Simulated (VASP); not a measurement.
These are LDA (Ceperley-Alder, Perdew-Zunger), VASP's LDA PAW potentials (set 64) (plane waves; VASP 6.6.1) values and carry that method's errors.

Input for VASP

File POSCAR:
```
TiAl
1
    2.7439634959     0.0000000000     0.0000000000
    0.0000000000     2.7439634959     0.0000000000
    0.0000000000     0.0000000000     3.9482413781
Ti Al
1 1
Direct
  0.0000000000   0.0000000000   0.0000000000
  0.5000000000   0.5000000000   0.5000000000
```

### INCAR
```
NELM=100   ! most electronic steps
SYSTEM=TiAl
ALGO=Normal   ! blocked Davidson
LASPH=.TRUE.
LREAL=.FALSE.
IBRION=2   ! conjugate gradients
ISMEAR=1
PREC=Accurate
ENCUT=520   ! plane-wave cut-off (eV)
EDIFFG=-0.01   ! ionic stop
SIGMA=0.1
LCHARG=.FALSE.
NSW=30   ! most ionic steps
LMAXMIX=4   ! l cut-off of mixed one-centre charges
EDIFF=1E-7   ! SCF stop (eV)
ISIF=4   ! ions and shape, fixed volume
LWAVE=.FALSE.
```

### KPOINTS
```
Automatic mesh
0
G
13 13 9
0 0 0
```

POTCAR, in this order: Ti_sv Al (LDA.64 set). Program: vasp_std.

The resulting files:

File OUTCAR:
```
 ion  position               nearest neighbor table
   1  0.000  0.000  0.000-   2 2.77   2 2.77   2 2.77   2 2.77   2 2.77   2 2.77   2 2.77   2 2.77
  LATTYP: Found a simple tetragonal cell.
 ALAT       =     2.7439634959
 C/A-ratio  =     1.4388826178
 Subroutine PRICEL returns:
 Original cell was already a primitive cell.
 Subroutine GETGRP returns: Found 16 space group operations
The static configuration has the point symmetry D_4h.
The dynamic configuration has the point symmetry D_4h.
 Subroutine INISYM returns: Found 16 space group operations
 Subroutine IBZKPT returns following result:
 Found    140 irreducible k-points:

 Following reciprocal coordinates:
            Coordinates               Weight
  0.000000  0.000000  0.000000      1.000000
  0.076923  0.000000  0.000000      4.000000
  0.153846  0.000000  0.000000      4.000000
  0.230769  0.000000  0.000000      4.000000
  0.307692  0.000000  0.000000      4.000000
  0.384615  0.000000  0.000000      4.000000
  0.461538  0.000000  0.000000      4.000000
  0.076923  0.076923  0.000000      4.000000
  0.153846  0.076923  0.000000      8.000000
...
```

### OSZICAR
```
       N       E                     dE             d eps       ncg     rms          rms(c)
DAV:   1     0.901999091598E+02    0.90200E+02   -0.75240E+03  3080   0.140E+03
DAV:   2    -0.923278932185E+01   -0.99433E+02   -0.96922E+02  3110   0.337E+02
DAV:   3    -0.148491089051E+02   -0.56163E+01   -0.53668E+01  4754   0.776E+01
DAV:   4    -0.150462810496E+02   -0.19717E+00   -0.19550E+00  3845   0.126E+01
DAV:   5    -0.150544194248E+02   -0.81384E-02   -0.81334E-02  4434   0.229E+00    0.103E+01
DAV:   6    -0.137235558303E+02    0.13309E+01   -0.10973E+01  3774   0.374E+01    0.337E+00
DAV:   7    -0.135891268420E+02    0.13443E+00   -0.98733E-01  3531   0.111E+01    0.213E+00
DAV:   8    -0.135729143185E+02    0.16213E-01   -0.12975E-01  3428   0.384E+00    0.471E-01
DAV:   9    -0.135720686138E+02    0.84570E-03   -0.24350E-02  3810   0.213E+00    0.247E-01
DAV:  10    -0.135721417038E+02   -0.73090E-04   -0.18192E-03  3795   0.462E-01    0.604E-02
DAV:  11    -0.135721407817E+02    0.92207E-06   -0.38331E-04  3936   0.230E-01    0.413E-02
DAV:  12    -0.135721417409E+02   -0.95925E-06   -0.28912E-05  3462   0.640E-02    0.123E-02
DAV:  13    -0.135721407540E+02    0.98695E-06   -0.11039E-06  3638   0.137E-02    0.579E-03
DAV:  14    -0.135721406497E+02    0.10427E-06   -0.55386E-07  3219   0.964E-03    0.577E-04
DAV:  15    -0.135721406456E+02    0.41462E-08   -0.42412E-08  1720   0.241E-03
   1 F= -.13572141E+02 E0= -.13571791E+02  d E =-.135721E+02
       N       E                     dE             d eps       ncg     rms          rms(c)
DAV:   1    -0.135722878429E+02   -0.14719E-03   -0.47542E-03  3179   0.116E+00    0.710E-02
DAV:   2    -0.135722030776E+02    0.84765E-04   -0.25984E-04  3168   0.180E-01    0.339E-02
DAV:   3    -0.135721827307E+02    0.20347E-04   -0.37746E-05  3631   0.838E-02    0.128E-02
DAV:   4    -0.135721800040E+02    0.27267E-05   -0.66457E-06  3696   0.300E-02    0.326E-03
DAV:   5    -0.135721797144E+02    0.28956E-06   -0.71718E-07  3419   0.981E-03    0.795E-04
DAV:   6    -0.135721797060E+02    0.84594E-08   -0.27168E-08  1767   0.218E-03
   2 F= -.13572180E+02 E0= -.13571827E+02  d E =-.390604E-04
       N       E                     dE             d eps       ncg     rms          rms(c)
DAV:   1    -0.135732065473E+02   -0.10268E-02   -0.42794E-02  3182   0.347E+00    0.213E-01
DAV:   2    -0.135724386381E+02    0.76791E-03   -0.23935E-03  3168   0.544E-01    0.102E-01
DAV:   3    -0.135722552125E+02    0.18343E-03   -0.34447E-04  3628   0.255E-01    0.391E-02
DAV:   4    -0.135722291918E+02    0.26021E-04   -0.63174E-05  3724   0.919E-02    0.968E-03
DAV:   5    -0.135722265902E+02    0.26016E-05   -0.66118E-06  3405   0.298E-02    0.243E-03
DAV:   6    -0.135722265097E+02    0.80460E-07   -0.28735E-07  3403   0.673E-03
   3 F= -.13572227E+02 E0= -.13571883E+02  d E =-.858641E-04
```

### OUTCAR
```
------------------------ aborting loop because EDIFF is reached ----------------------------------------
  FORCE on cell =-STRESS in cart. coord.  units (eV):
  Direction    XX          YY          ZZ          XY          YZ          ZX
  --------------------------------------------------------------------------------------
  Total        0.7492842      0.7492842      0.7464472      0.0000000      0.0000000      0.0000000
  in kB       40.3828340     40.3828340     40.2299349      0.0000000      0.0000000      0.0000000
  external PRESSURE =      40.3318676 kB  Pullay stress =       0.0000000 kB
  volume of cell :       29.73
      direct lattice vectors                 reciprocal lattice vectors
     2.739313026  0.000000000  0.000000000     0.365055030  0.000000000  0.000000000
     0.000000000  2.739313026 -0.000000000     0.000000000  0.365055030  0.000000000
     0.000000000 -0.000000000  3.961658438     0.000000000  0.000000000  0.252419540
 POSITION                                       TOTAL-FORCE (eV/Angst)
 -----------------------------------------------------------------------------------
      0.00000      0.00000      0.00000         0.000000      0.000000      0.000000
      1.36966      1.36966      1.98083         0.000000     -0.000000      0.000000
 -----------------------------------------------------------------------------------
    total drift:                               -0.000000      0.000000     -0.000000
  FREE ENERGIE OF THE ION-ELECTRON SYSTEM (eV)
  ---------------------------------------------------
  free  energy   TOTEN  =       -13.5722265097 eV

  energy  without entropy=      -13.5711954292  energy(sigma->0) =      -13.57188282

 reached required accuracy - stopping structural energy minimisation
```
(Selected blocks of OUTCAR.)

**CONTCAR**
```
TiAl
   1.00000000000000
     2.7393130259553278    0.0000000000000000    0.0000000000000000
     0.0000000000000000    2.7393130259553278   -0.0000000000000000
     0.0000000000000000   -0.0000000000000000    3.9616584380473832
  Ti              Al
     1     1
Direct
     0.0000000000000000    0.0000000000000000    0.0000000000000000
     0.5000000000000000    0.5000000000000000    0.5000000000000000
```

The compound is TiAl in the L1_0 structure. This cell is one point of a volume scan, at 0.97 of the reference volume. Symmetry was kept, so distortions that lower it aren't found. The electron count is odd and the run is not spin-polarised, which forces a metal.
